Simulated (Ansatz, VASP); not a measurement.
# TiS2: VASP beside Ansatz, part 2 of 2

Wanted: the spread between two codes on one cell, functional and k mesh. Of the first pair: The structure shown is the start of the Ansatz relaxation below; VASP solves that cell, so the two are compared at the walk's first step.

VASP 6.6.1 and Ansatz 0.2.0.

So far: Starting point; Ansatz: relaxation, LDA; VASP: single point, LDA, start cell, pair 1.

## (3) VASP: single point, LDA, start cell, pair 1 (continued)

Level of this step: LDA, no spin polarisation; plane waves and PAW (Ti_sv, S) (VASP).

Numbers of over 12 decimals in the logs are rounded to 6 here.

OUTCAR, selected parts (step 3):

```text
ion  position               nearest neighbor table
   1  0.333  0.667  0.323-   3 2.38   2 2.38   2 2.38   3 2.38   3 2.38   2 2.38
   2  0.000  0.000  0.371-   1 2.38   1 2.38   1 2.38
   3  0.667  0.333  0.275-   1 2.38   1 2.38   1 2.38

  LATTYP: Found a hexagonal cell.
 ALAT       =     3.2973200000
 C/A-ratio  =     8.9512643601

 Subroutine GETGRP returns: Found 12 space group operations
 (whereof  6 operations were pure point group operations)

The static configuration has the point symmetry C_3v.
 The point group associated with its full space group is D_3d.

 Found     10 irreducible k-points:

   k-points           NKPTS =     10   k-points in BZ     NKDIM =     10   number of bands    NBANDS=     18

   dimension x,y,z NGX =    24 NGY =   24 NGZ =  196
   dimension x,y,z NGXF=    48 NGYF=   48 NGZF=  392

   ENCUT  =  400.0 eV  29.40 Ry    5.42 a.u.   5.38  5.38 48.13*2*pi/ulx,y,z

   NELECT =      24.0000    total number of electrons

 k-points in reciprocal lattice and weights: Automatic mesh
   0.00000000  0.00000000  0.00000000       0.016
   0.12500000  0.00000000  0.00000000       0.094
   0.25000000  0.00000000  0.00000000       0.094
   0.37500000 -0.00000000  0.00000000       0.094
   0.50000000  0.00000000  0.00000000       0.047
   0.12500000  0.12500000  0.00000000       0.094
   0.25000000  0.12500000  0.00000000       0.188
   0.37500000  0.12500000  0.00000000       0.188
   0.25000000  0.25000000  0.00000000       0.094
   0.37500000  0.25000000  0.00000000       0.094

 dipolmoment           0.000000      0.000000      0.000005 electrons x Angstroem

 average (electrostatic) potential at core
       1 -84.9688       2 -95.1927       3 -95.1927

 E-fermi :  -3.6625

 k-point     1 :       0.0000    0.0000    0.0000
  band No.  band energies     occupation
    ...
      6     -16.0945      2.00000
      7      -8.5092      2.00000
      8      -6.2770      2.00000
      9      -6.2770      2.00000
     10      -5.2235      2.00000
     11      -3.2996      0.00141
     12      -3.2996      0.00141
     13      -3.0647      0.00001
     14      -3.0647      0.00001
     15      -2.5725      0.00000
    ...

 k-point     2 :       0.1250    0.0000    0.0000
  band No.  band energies     occupation
    ...
      8      -6.8949      2.00000
      9      -6.2109      2.00000
     10      -4.8010      2.00000
     11      -4.7080      2.00000
     12      -4.0912      1.99962
     13      -2.9255      0.00000
     14      -2.3195      0.00000
     15      -2.1499      0.00000
     16      -0.2338      0.00000
     17       0.2314      0.00000
    ...

 k-point     3 :       0.2500    0.0000    0.0000
  band No.  band energies     occupation
    ...
      8      -7.5692      2.00000
      9      -6.6267      2.00000
     10      -6.1401      2.00000
     11      -4.7309      2.00000
     12      -4.6857      2.00000
     13      -3.2573      0.00060
     14      -1.8847      0.00000
     15      -1.7424      0.00000
     16      -0.4023      0.00000
     17       0.1571      0.00000
    ...

  Total        0.2326086      0.2326086     -0.0893292     -0.0000000      0.0000000      0.0000000
  in kB        1.3410286      1.3410287     -0.5149980     -0.0000000      0.0000000      0.0000000
  external PRESSURE =       0.7223531 kB  Pullay stress =       0.0000000 kB

  energy-cutoff  :      400.00
  volume of cell :      277.91
      direct lattice vectors                 reciprocal lattice vectors
     3.297320000  0.000000000  0.000000000     0.303276600  0.175096820  0.000000000
    -1.648660000  2.855563000  0.000000000     0.000000000  0.350193640  0.000000000
     0.000000000  0.000000000 29.515183000     0.000000000  0.000000000  0.033880867

 POSITION                                       TOTAL-FORCE (eV/Angst)
 -----------------------------------------------------------------------------------
      0.00000      1.90371      9.53222         0.000000      0.000000      0.000000
      0.00000      0.00000     10.96102        -0.000000      0.000000      0.003509
      1.64866      0.95185      8.10343        -0.000000      0.000000     -0.003509
 -----------------------------------------------------------------------------------
    total drift:                               -0.000000     -0.000435      0.000169

  FREE ENERGIE OF THE ION-ELECTRON SYSTEM (eV)
  ---------------------------------------------------
  free  energy   TOTEN  =       -21.8373064943 eV

  energy  without entropy=      -21.8311244307  energy(sigma->0) =      -21.83421546

 vacuum level on the upper side and lower side of the slab         2.295         2.295

 total charge
# of ion       s       p       d       tot
------------------------------------------
    1        2.200   6.222   1.902  10.325
    2        1.357   2.374   0.000   3.731
    3        1.357   2.374   0.000   3.731
--------------------------------------------------
tot          4.914  10.971   1.902  17.787

[... 3 further parts left out ...]
```

This run has no spin polarisation, so a moment on Ti, if there is one, isn't seen.

## (4) Differences

Known differences besides the potentials themselves: the two LDA forms differ slightly; Ansatz cuts the interaction across the vacuum, VASP repeats the sheet with a dipole correction; the cutoff is 420 eV in Ansatz and 400 eV in VASP; VASP's log shows a relativistic correction to its local exchange, Ansatz's none. Total energies have different zeros and are not compared.

At this near-relaxed geometry the largest component of a force difference is 25 meV/Å. With vacuum in the cell, a pressure given here is an average over mostly empty space and none of the material.

## (5) Ansatz: relaxation, LDA

This run makes the geometry at which the two programs are then compared.

The structure compared here is the end of the Ansatz relaxation.

Input file input.yaml:

```yaml
crystal:
  lattice:
    - [3.2973200032, 0.0, 0.0]
    - [-1.6486600016, 2.8555628872, 0.0]
    - [0.0, 0.0, 19.0644416]
  atoms:
    - { symbol: Ti, position: [0.3333333333, 0.6666666667, 0.5] }
    - { symbol: S, position: [0.0, 0.0, 0.57494559] }
    - { symbol: S, position: [0.6666666667, 0.3333333333, 0.42505441] }
  periodic: [true, true, false]
kpoints:
  mp_grid: { grid: [8, 8, 1] }
scf:
  occupations: { method: fermi_dirac, width: 0.05 }
hamiltonian:
  xc: lda
output:
  forces: true
  stress: true
relax:
  f_tol: 0.02
  max_steps: 50
  cell: {}
```

Run with:

```console
ansatz run input.yaml --threads 1 --pin off --max-ram 4096MiB --backend cpu --events-out ev --progress --plain --runs-dir out
```

Output:

```text
[...]
Crystal: 3 atoms, lattice volume = 277.906 Å³
Basis set: ecut = 420 eV, 5535 PW (Γ)
Bands: 16, of which v1, the nominal top of the filled ones, is band 12 counted from 1 (11 counted from 0)
Symmetry: 12 space group operations
[...]
k-points: 10 of 64
[...]
0.000000      -0.000000      -0.000000
  P = ½ c Tr σ = -0.0347 N/m
--- Relaxed structure (3 steps of the walk, 3 accepted, 1 SCFs on fresh bases) ---
[...]
cell:  # Å, volume = 280.5345 Å³
    - [3.312875, 0.0, 0]
    - [-1.656437, 2.869034, 0]
    - [0, 0, 29.515183]
  atoms:
    - { symbol: Ti, position: [0.333333, 0.666667, 0.322960] }
    - { symbol: S, position: [-2.790548155173971e-19, 0, 0.371126] }
    - { symbol: S, position: [0.666667, 0.333333, 0.274794] }
[key lines of the parts left out:]
SCF converged after 6 iterations
Free energy (F): -4193.310360 eV
Fermi energy:    -5.950263 eV
```

## (6) VASP: single point, LDA, relaxed cell, pair 2

The same cell, functional (in two slightly different forms), mesh and smearing now go to VASP, with its own data sets.

Input file INCAR:

```
SYSTEM = TiS2
PREC = Accurate
ENCUT = 400
EDIFF = 1E-06
NELM = 120
ISMEAR = -1
SIGMA = 0.05
LREAL = .FALSE.
ALGO = Normal
GGA = CA
NBANDS = 18
LASPH = .TRUE.
LORBIT = 11
LWAVE = .FALSE.
LCHARG = .FALSE.
ISIF = 2
LDIPOL = .TRUE.
IDIPOL = 3
DIPOL = 0.5 0.5 0.323
LVHAR = .TRUE.
GGA_COMPAT = .FALSE.
NELMDL = -8
```

Input file POSCAR:

```
TiS2
1.0
    3.3128749995      0.0000000000      0.0000000000
   -1.6564374998      2.8690339092      0.0000000000
    0.0000000000      0.0000000000     29.5151832949
Ti S
1 2
Direct
    0.3333333333      0.6666666667      0.3229599052
    0.0000000000      0.0000000000      0.3711255678
    0.6666666667      0.3333333333      0.2747942427
```

Input file KPOINTS:

```
Automatic mesh
0
Gamma
8 8 1
0 0 0
```

The projector-augmented-wave data sets are Ti_sv and S (LDA family, release 64).

Run with:

```console
mpirun -np 1 vasp_std
```

Output:

```text
[... set-up lines as in an earlier step ...]
 entering main loop
       N       E                     dE             d eps       ncg     rms          rms(c)
DAV:   1     0.160882210505E+03    0.16088E+03   -0.10119E+04   440   0.846E+02
DAV:   2    -0.654183007618E+00   -0.16154E+03   -0.15896E+03   488   0.237E+02
DAV:   3    -0.243201642795E+02   -0.23666E+02   -0.23588E+02   600   0.827E+01
DAV:   4    -0.252403945405E+02   -0.92023E+00   -0.91867E+00   502   0.159E+01
[...]
DAV:  26    -0.218388681848E+02   -0.33733E-05   -0.11079E-07   314   0.133E-03    0.591E-04
DAV:  27    -0.218388708819E+02   -0.26971E-05   -0.10572E-07   284   0.185E-03    0.368E-04
DAV:  28    -0.218388715214E+02   -0.63945E-06   -0.15539E-08   234   0.746E-04
   1 F= -.21838872E+02 E0= -.21835725E+02  d E =-.629365E-02
```

Parts of OUTCAR (step 6):

```text
  Total       -0.0569338     -0.0569338     -0.0531586      0.0000000      0.0000000      0.0000000
  in kB       -0.3251580     -0.3251580     -0.3035974      0.0000000      0.0000000      0.0000000
  external PRESSURE =      -0.3179711 kB  Pullay stress =       0.0000000 kB

 POSITION                                       TOTAL-FORCE (eV/Angst)
 -----------------------------------------------------------------------------------
     -0.00000      1.91269      9.53222        -0.000000      0.000000     -0.000000
      0.00000      0.00000     10.95384        -0.000000     -0.000000      0.015926
      1.65644      0.95634      8.11060         0.000000     -0.000000     -0.015926
 -----------------------------------------------------------------------------------
    total drift:                                0.000000     -0.000000      0.000006

  FREE ENERGIE OF THE ION-ELECTRON SYSTEM (eV)
  ---------------------------------------------------
  free  energy   TOTEN  =       -21.8388715214 eV

  energy  without entropy=      -21.8325778734  energy(sigma->0) =      -21.83572470

[... 1 part as in an earlier step ...]

[... 2 further parts left out ...]
[key lines of the parts left out:]
E-fermi :  -3.6735
```

## (7) Differences

At this near-relaxed geometry the largest component of a force difference is 25 meV/Å. With vacuum in the cell, a pressure given here is an average over mostly empty space and none of the material.

## (8) Results

| Item | Value |
| --- | --- |
| r.m.s. force difference (single point, LDA, start cell, pair 1) | 12 meV/Å |
| r.m.s. force difference (single point, LDA, relaxed cell, pair 2) | 12 meV/Å |

**Reading.** The r.m.s. force difference is 12 meV/Å (single point, LDA, start cell, pair 1), at about the 12 meV/Å picked in this series as the mark of a large difference. Such differences can come from data sets, numerical settings and the points named under the comparisons, not from the functional's error against experiment.

[Lines on the potential files, build, host, timing and source positions are cut from VASP's logs without a mark.]

[Logs are printed without paths, hosts, clocks, repeated set-up lines and the standing remarks that a program may print on its own settings, such as how far it seeks lower states.]

[Hosts, paths, dates, database ids (printed as entryN), source tags and the programs' standing remarks are cut or masked in the printed files.]
